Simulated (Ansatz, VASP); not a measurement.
# SrCaSO in two plane-wave programs

One calculation is typed for both programs; each brings its own data sets and cutoff. How far apart do they land? The cell is invented: As first built, before any earlier steps moved the atoms (in the runner's words): it takes the SrCaS2 structure with some of its atoms replaced by other elements, volume scaled by an estimate. It may not be a known or stable phase. The cell is taken from a series of VASP runs on this material, whose earlier steps may have relaxed, scaled or displaced it; both programs get it as it stands.

Main program and level: Ansatz 0.2.0; plane waves, with VASP 6.6.1 beside it; zone-centre phonons at PBE with D4.

## (1) The starting structure

Symmetry: Pmm2, No. 25, orthorhombic system. The conventional cell has a = 4.056 Å, b = 5.187 Å, c = 4.302 Å, α = 90.00°, β = 90.00°, γ = 90.00°. Nearest to Sr lie 2 O at 2.63 Å and 4 S at 2.91 to 3.00 Å. Nearest to Ca lie 2 O at 2.28 Å and 2 S at 2.70 Å. Nearest to S lie 2 Ca at 2.70 Å and 4 Sr at 2.91 to 3.00 Å. Nearest to O lie 2 Ca at 2.28 Å and 2 Sr at 2.63 Å. As first built, before any earlier steps moved the atoms (in the runner's words): sites of the SrCaS2 structure (space group 123) filled with other elements, volume scaled by an estimate. Farther neighbours and most contacts between anions are not listed.

As a file:

```cif
data_structure
_symmetry_space_group_name_H-M 'Pmm2'
_symmetry_Int_Tables_number 25
_cell_length_a 4.0557
_cell_length_b 5.1867
_cell_length_c 4.3020
_cell_angle_alpha 90.000
_cell_angle_beta 90.000
_cell_angle_gamma 90.000
_cell_volume 90.50
loop_
_atom_site_label
_atom_site_type_symbol
_atom_site_symmetry_multiplicity
_atom_site_Wyckoff_symbol
_atom_site_fract_x
_atom_site_fract_y
_atom_site_fract_z
_atom_site_occupancy
Sr1 Sr 1 b 0.00000 0.50000 0.99046 1
Ca1 Ca 1 c 0.50000 0.00000 0.65054 1
S1 S 1 d 0.50000 0.50000 0.47515 1
O1 O 1 a 0.00000 0.00000 0.89033 1
```

## (2) VASP: zone-centre phonons, PBE with D4

Second derivatives magnify differences that forces hide, and they need a tight electronic threshold.

Lines of VASP's logs that name or quote its potential files are left out, and so is its time.

INCAR

```
SYSTEM = SrCaSO
PREC = Accurate
ENCUT = 520
EDIFF = 1E-08
NELM = 100
ISMEAR = -1
SIGMA = 0.05
LREAL = .FALSE.
ALGO = Normal
GGA = PE
IVDW = 13
NBANDS = 22
LORBIT = 11
LWAVE = .FALSE.
LCHARG = .FALSE.
KPAR = 2
IBRION = 6
NFREE = 2
POTIM = 0.015
ISIF = 2
NSW = 1
```

POSCAR

```
SrCaSO
1.0
    4.0556948600      0.0000000000      0.0000000000
    0.0000000000      5.1866506600      0.0000000000
    0.0000000000      0.0000000000      4.3020404400
Sr Ca S O
1 1 1 1
Direct
    0.0000000000      0.5000000000      0.9904637210
    0.5000000000      0.0000000000      0.6505370910
    0.5000000000      0.5000000000      0.4751533450
    0.0000000000      0.0000000000      0.8903258430
```

KPOINTS

```
Automatic mesh
0
Gamma
5 4 5
0 0 0
```

The projector-augmented-wave data sets are Sr_sv, Ca_sv, S and O (PBE family, release 64).

Started as:

```bash
$ mpirun -np 2 vasp_std
```

Numbers of over 12 decimals in the logs are rounded to 6 here.

Log:

```text
[banner, memory and clock lines left out]
running    2 mpi-ranks, on    1 nodes
 distrk:  each k-point on    1 cores,    2 groups
 distr:  one band on    1 cores,    1 groups

 POSCAR found type information on POSCAR SrCaS O
 POSCAR found :  4 types and       4 ions
 LDA part: xc-table for (Slater+PW92), standard interpolation
 POSCAR, INCAR and KPOINTS ok, starting setup
 FFT: planning ... GRIDC
 FFT: planning ... GRID_SOFT
 FFT: planning ... GRID
 WAVECAR not read
 entering main loop
       N       E                     dE             d eps       ncg     rms          rms(c)
DAV:   1     0.241515621348E+03    0.24152E+03   -0.15305E+04  1188   0.134E+03
DAV:   2    -0.446763948072E+01   -0.24598E+03   -0.23234E+03  1372   0.341E+02
DAV:   3    -0.242597001752E+02   -0.19792E+02   -0.19665E+02  1932   0.861E+01
DAV:   4    -0.250875357995E+02   -0.82784E+00   -0.82618E+00  1720   0.157E+01
DAV:   5    -0.251109574150E+02   -0.23422E-01   -0.23420E-01  1736   0.221E+00    0.186E+01
DAV:   6    -0.220194525614E+02    0.30915E+01   -0.16946E+01  1656   0.218E+01    0.150E+01
DAV:   7    -0.218543027397E+02    0.16515E+00   -0.17748E+00  1510   0.811E+00    0.900E+00
DAV:   8    -0.218370038752E+02    0.17299E-01   -0.30534E-01  1560   0.408E+00    0.598E-01
DAV:   9    -0.218430640984E+02   -0.60602E-02   -0.52381E-02  1710   0.121E+00    0.338E-01
DAV:  10    -0.218448203326E+02   -0.17562E-02   -0.72857E-03  1658   0.519E-01    0.160E-01
DAV:  11    -0.218457659560E+02   -0.94562E-03   -0.21892E-03  1494   0.284E-01    0.694E-02
DAV:  12    -0.218460082704E+02   -0.24231E-03   -0.35520E-04  1484   0.134E-01    0.235E-02
DAV:  13    -0.218460280523E+02   -0.19782E-04   -0.63174E-05  1670   0.481E-02    0.232E-02
DAV:  14    -0.218460258938E+02    0.21585E-05   -0.33300E-05  1588   0.309E-02    0.472E-03
DAV:  15    -0.218460256530E+02    0.24088E-06   -0.17796E-06  1532   0.880E-03    0.269E-03
DAV:  16    -0.218460255631E+02    0.89887E-07   -0.26626E-07  1852   0.307E-03    0.167E-03
DAV:  17    -0.218460255383E+02    0.24736E-07   -0.53251E-08  1440   0.129E-03    0.485E-04
DAV:  18    -0.218460255404E+02   -0.20682E-08   -0.46028E-09  1038   0.473E-04
   1 F= -.22529875E+02 E0= -.22529875E+02  d E =-.822189E-10
[... from here on, the cycles between the ionic steps are left out ...]
   2 F= -.22529234E+02 E0= -.22529234E+02  d E =-.777406E-10
   3 F= -.22529234E+02 E0= -.22529234E+02  d E =-.776538E-10
  18 F= -.22529322E+02 E0= -.22529322E+02  d E =-.729927E-10
  19 F= -.22529363E+02 E0= -.22529363E+02  d E =-.934076E-10
  20 F= -.22529339E+02 E0= -.22529339E+02  d E =-.769639E-10
  21 F= -.22529339E+02 E0= -.22529339E+02  d E =-.768394E-10
  22 F= -.22529609E+02 E0= -.22529609E+02  d E =-.733504E-10
  23 F= -.22529609E+02 E0= -.22529609E+02  d E =-.733487E-10
  24 F= -.22529400E+02 E0= -.22529400E+02  d E =-.910767E-10
 Finite differences progress:
  Degree of freedom:  12/ 12
  Displacement:        1/  2
  Total:              23/ 24
 bond charge predicted
       N       E                     dE             d eps       ncg     rms          rms(c)
DAV:   1    -0.218411726481E+02    0.44656E-02   -0.50253E+00  1276   0.112E+01    0.218E-01
DAV:   2    -0.218461989029E+02   -0.50263E-02   -0.59470E-02  1410   0.131E+00    0.165E-01
DAV:   3    -0.218457870929E+02    0.41181E-03   -0.14786E-03  1788   0.205E-01    0.878E-02
DAV:   4    -0.218455209581E+02    0.26613E-03   -0.72595E-04  1506   0.183E-01    0.265E-02
DAV:   5    -0.218455373727E+02   -0.16415E-04   -0.17866E-04  1464   0.684E-02    0.195E-02
DAV:   6    -0.218455378239E+02   -0.45118E-06   -0.17651E-05  1482   0.293E-02    0.801E-03
DAV:   7    -0.218455371810E+02    0.64288E-06   -0.53255E-06  1482   0.133E-02    0.229E-03
DAV:   8    -0.218455372839E+02   -0.10296E-06   -0.46846E-07  1502   0.421E-03    0.113E-03
DAV:   9    -0.218455373065E+02   -0.22536E-07   -0.60485E-08  1408   0.139E-03    0.345E-04
DAV:  10    -0.218455373102E+02   -0.37276E-08   -0.24021E-08  1200   0.957E-04
  25 F= -.22529477E+02 E0= -.22529477E+02  d E =-.741302E-10
 Finite differences progress:
  Degree of freedom:  12/ 12
  Displacement:        2/  2
  Total:              24/ 24
```

From OUTCAR (step 2):

```text
ion  position               nearest neighbor table
   1  0.000  0.500  0.990-   4 2.63   4 2.63   3 2.91   3 2.91   3 3.00   3 3.00   2 3.60   2 3.60
                             2 3.60   2 3.60
   2  0.500  0.000  0.651-   4 2.28   4 2.28   3 2.70   3 2.70   1 3.60   1 3.60   1 3.60   1 3.60

  LATTYP: Found a simple orthorhombic cell.
 ALAT       =     4.0556948600
 B/A-ratio  =     1.0607406594
 C/A-ratio  =     1.2788562353

 Subroutine GETGRP returns: Found  4 space group operations
 (whereof  4 operations were pure point group operations)

The static configuration has the point symmetry C_2v.

 Found     27 irreducible k-points:

   k-points           NKPTS =     27   k-points in BZ     NKDIM =     27   number of bands    NBANDS=     22

   dimension x,y,z NGX =    30 NGY =   40 NGZ =   32
   dimension x,y,z NGXF=    60 NGYF=   80 NGZF=   64

   ENCUT  =  520.0 eV  38.22 Ry    6.18 a.u.   7.54  9.64  8.00*2*pi/ulx,y,z

   NELECT =      32.0000    total number of electrons

 k-points in reciprocal lattice and weights: Automatic mesh
   0.00000000  0.00000000  0.00000000       0.010
   0.20000000  0.00000000  0.00000000       0.020
   0.40000000  0.00000000  0.00000000       0.020
   0.00000000  0.25000000  0.00000000       0.020
   0.20000000  0.25000000  0.00000000       0.040
   0.40000000  0.25000000  0.00000000       0.040
   0.00000000  0.50000000  0.00000000       0.010
   0.20000000  0.50000000  0.00000000       0.020
   0.40000000  0.50000000  0.00000000       0.020
[...]
0.20000000  0.50000000  0.40000000       0.040
   0.40000000  0.50000000  0.40000000       0.040

 average (electrostatic) potential at core
       1 -37.5341       2 -45.7331       3 -87.9118       4 -70.8972

 E-fermi :   2.5589

 k-point     1 :       0.0000    0.0000    0.0000
  band No.  band energies     occupation
    ...
     12       0.5560      2.00000
     13       0.9080      2.00000
     14       1.0854      2.00000
     15       1.3009      2.00000
     16       1.3188      2.00000
     17       4.3210      0.00000
     18       4.8372      0.00000
     19       6.3723      0.00000
     20       7.3697      0.00000
     21       7.3736      0.00000
    ...

 k-point     2 :       0.2000    0.0000    0.0000
  band No.  band energies     occupation
    ...
     12       0.3079      2.00000
     13       0.4209      2.00000
     14       0.7400      2.00000
     15       1.1659      2.00000
     16       1.2195      2.00000
     17       4.8934      0.00000
     18       5.7385      0.00000
     19       6.1331      0.00000
     20       7.5687      0.00000
     21       7.7915      0.00000
    ...

 k-point     3 :       0.4000    0.0000    0.0000
  band No.  band energies     occupation
    ...
     12      -0.0623      2.00000
     13       0.3489      2.00000
     14       0.5081      2.00000
     15       1.0231      2.00000
     16       1.4273      2.00000
     17       5.7606      0.00000
     18       6.1088      0.00000
     19       6.8824      0.00000
     20       7.1739      0.00000
     21       7.9051      0.00000
    ...

  DFT-D4 for vdW energy calculation

  Edisp (eV):   -0.68394

  Total       0.13213     0.01326     0.05815     0.00000     0.00000     0.00000
  in kB       2.33922     0.23481     1.02959     0.00000     0.00000     0.00000
  external pressure =        1.20 kB  Pullay stress =        0.00 kB

  energy-cutoff  :      520.00
  volume of cell :       90.50
      direct lattice vectors                 reciprocal lattice vectors
     4.055694860  0.000000000  0.000000000     0.246566873  0.000000000  0.000000000
     0.000000000  5.186650660  0.000000000     0.000000000  0.192802652  0.000000000
     0.000000000  0.000000000  4.302040440     0.000000000  0.000000000  0.232447838

 POSITION                                       TOTAL-FORCE (eV/Angst)
 -----------------------------------------------------------------------------------
      0.00000      2.59333      4.26101         0.000000      0.000000     -0.009929
      2.02785      0.00000      2.79864         0.000000      0.000000     -0.034002
      2.02785      2.59333      2.04413         0.000000      0.000000     -0.012030
      0.00000      0.00000      3.81522         0.000000      0.000000      0.055962
 -----------------------------------------------------------------------------------
    total drift:                                0.000000     -0.000000     -0.000209

  FREE ENERGIE OF THE ION-ELECTRON SYSTEM (eV)
  ---------------------------------------------------
  free  energy   TOTEN  =       -22.5294768185 eV

  energy  without entropy=      -22.5294768185  energy(sigma->0) =      -22.52947682

 Eigenvectors and eigenvalues of the dynamical matrix
 ----------------------------------------------------

   1 f  =    9.835665 THz    61.799303 2PiTHz  328.082457 cm-1    40.677022 meV
             X         Y         Z           dx          dy          dz
      0.000000  2.593325  4.261015    -0.000000   -0.070354    0.000000
      2.027847  0.000000  2.798637    -0.000000    0.732166   -0.000000
      2.027847  2.593325  2.044129    -0.000000   -0.676504   -0.000000
      0.000000  0.000000  3.830218     0.000000   -0.036403   -0.000000

   2 f  =    9.552469 THz    60.019931 2PiTHz  318.636058 cm-1    39.505818 meV
             X         Y         Z           dx          dy          dz
      0.000000  2.593325  4.261015    -0.019494    0.000000    0.000000
      2.027847  0.000000  2.798637    -0.476688   -0.000000    0.000000
      2.027847  2.593325  2.044129    -0.055872    0.000000    0.000000
      0.000000  0.000000  3.830218     0.877079    0.000000   -0.000000

   3 f  =    8.343311 THz    52.422568 2PiTHz  278.302895 cm-1    34.505146 meV
             X         Y         Z           dx          dy          dz
      0.000000  2.593325  4.261015     0.000000    0.000000   -0.045997
      2.027847  0.000000  2.798637    -0.000000   -0.000000   -0.373781
      2.027847  2.593325  2.044129    -0.000000   -0.000000   -0.152610
      0.000000  0.000000  3.830218     0.000000    0.000000    0.913719

   4 f  =    7.215149 THz    45.334119 2PiTHz  240.671470 cm-1    29.839446 meV
             X         Y         Z           dx          dy          dz
      0.000000  2.593325  4.261015    -0.000000   -0.179593   -0.000000
      2.027847  0.000000  2.798637    -0.000000    0.361958   -0.000000
      2.027847  2.593325  2.044129     0.000000    0.453172    0.000000
      0.000000  0.000000  3.830218     0.000000   -0.794587    0.000000

   5 f  =    6.708497 THz    42.150731 2PiTHz  223.771381 cm-1    27.744103 meV
             X         Y         Z           dx          dy          dz
      0.000000  2.593325  4.261015     0.000000   -0.000000    0.474034
      2.027847  0.000000  2.798637    -0.000000    0.000000    0.121389
      2.027847  2.593325  2.044129    -0.000000    0.000000   -0.869151
      0.000000  0.000000  3.830218     0.000000   -0.000000   -0.071646

   6 f  =    6.528998 THz    41.022906 2PiTHz  217.783938 cm-1    27.001755 meV
             X         Y         Z           dx          dy          dz
      0.000000  2.593325  4.261015    -0.526361   -0.000000    0.000000
      2.027847  0.000000  2.798637    -0.005882   -0.000000   -0.000000
      2.027847  2.593325  2.044129     0.849337   -0.000000   -0.000000
      0.000000  0.000000  3.830218     0.039210    0.000000   -0.000000

   7 f  =    4.261738 THz    26.777288 2PiTHz  142.156271 cm-1    17.625123 meV
             X         Y         Z           dx          dy          dz
      0.000000  2.593325  4.261015     0.474139   -0.000000   -0.000000
      2.027847  0.000000  2.798637    -0.737630    0.000000   -0.000000
      2.027847  2.593325  2.044129     0.305852    0.000000    0.000000
      0.000000  0.000000  3.830218    -0.370876    0.000000   -0.000000

   8 f  =    3.963654 THz    24.904371 2PiTHz  132.213255 cm-1    16.392347 meV
             X         Y         Z           dx          dy          dz
      0.000000  2.593325  4.261015     0.000000    0.000000   -0.524456
      2.027847  0.000000  2.798637    -0.000000   -0.000000    0.785606
      2.027847  2.593325  2.044129     0.000000   -0.000000   -0.197907
      0.000000  0.000000  3.830218    -0.000000   -0.000000    0.261917

   9 f  =    3.373796 THz    21.198184 2PiTHz  112.537711 cm-1    13.952892 meV
             X         Y         Z           dx          dy          dz
      0.000000  2.593325  4.261015    -0.000000   -0.681090   -0.000000
      2.027847  0.000000  2.798637     0.000000    0.324036    0.000000
      2.027847  2.593325  2.044129    -0.000000    0.393234    0.000000
      0.000000  0.000000  3.830218     0.000000    0.525819   -0.000000

  10 f/i=    0.001828 THz     0.011485 2PiTHz    0.060970 cm-1     0.007559 meV
             X         Y         Z           dx          dy          dz
      0.000000  2.593325  4.261015    -0.000000   -0.706338    0.000000
      2.027847  0.000000  2.798637    -0.000000   -0.477410    0.000000
      2.027847  2.593325  2.044129    -0.000000   -0.427018    0.000000
      0.000000  0.000000  3.830218    -0.000000   -0.301366    0.000000

  11 f/i=    0.004865 THz     0.030569 2PiTHz    0.162287 cm-1     0.020121 meV
             X         Y         Z           dx          dy          dz
      0.000000  2.593325  4.261015    -0.000000    0.000000    0.705777
      2.027847  0.000000  2.798637    -0.000000    0.000000    0.477886
      2.027847  2.593325  2.044129    -0.000000    0.000000    0.426755
      0.000000  0.000000  3.830218    -0.000000    0.000000    0.302298

  12 f/i=    0.008157 THz     0.051253 2PiTHz    0.272091 cm-1     0.033735 meV
             X         Y         Z           dx          dy          dz
      0.000000  2.593325  4.261015     0.705519   -0.000000    0.000000
      2.027847  0.000000  2.798637     0.478159   -0.000000    0.000000
      2.027847  2.593325  2.044129     0.426568   -0.000000    0.000000
      0.000000  0.000000  3.830218     0.302731   -0.000000    0.000000

 ELASTIC MODULI CONTR FROM IONIC RELAXATION (kBar)
 Direction    XX          YY          ZZ          XY          YZ          ZX
 --------------------------------------------------------------------------------
 XX        -402.0528    124.5395   -151.5545      0.0000     -0.0000     -0.0000
 YY         124.5395   -158.4847     34.6929      0.0000      0.0000      0.0000
 ZZ        -151.5545     34.6929    -69.9496      0.0000     -0.0000     -0.0000
 XY           0.0000      0.0000      0.0000      0.0000      0.0000      0.0000
 YZ          -0.0000      0.0000     -0.0000      0.0000   -101.7516      0.0000
 ZX          -0.0000      0.0000     -0.0000      0.0000      0.0000   -125.6349
 --------------------------------------------------------------------------------

 total charge
# of ion       s       p       d       tot
------------------------------------------
    1        2.013   5.794   0.223   8.030
    2        2.042   5.864   0.303   8.209
    3        1.315   2.505   0.000   3.820
    4        1.555   3.387   0.000   4.942
--------------------------------------------------
tot          6.925  17.550   0.526  25.002

[... 3 further parts left out ...]
```

CONTCAR:

```
SrCaSO
   1.00000000000000
     4.0556948600000000    0.0000000000000000    0.0000000000000000
     0.0000000000000000    5.1866506599999997    0.0000000000000000
     0.0000000000000000    0.0000000000000000    4.3020404399999999
  Sr              Ca              S               O
     1     1     1     1
Direct
     0.0000000000000000    0.5000000000000000    0.9904637209999976
     0.5000000000000000    0.0000000000000000    0.6505370909999968
     0.5000000000000000    0.5000000000000000    0.4751533450000025
     0.0000000000000000    0.0000000000000000    0.8868391254274418
```

The last energy, forces, stress and levels in OUTCAR belong to the last displaced cell, not to the cell of POSCAR.

(Continued in part 2 of 2.)

[Lines on the potential files, build, host, timing and source positions are cut from VASP's logs without a mark.]

[Logs are printed without paths, hosts, clocks, repeated set-up lines and the standing remarks that a program may print on its own settings, such as how far it seeks lower states.]

[Hosts, paths, dates, database ids (printed as entryN), source tags and the programs' standing remarks are cut or masked in the printed files.]
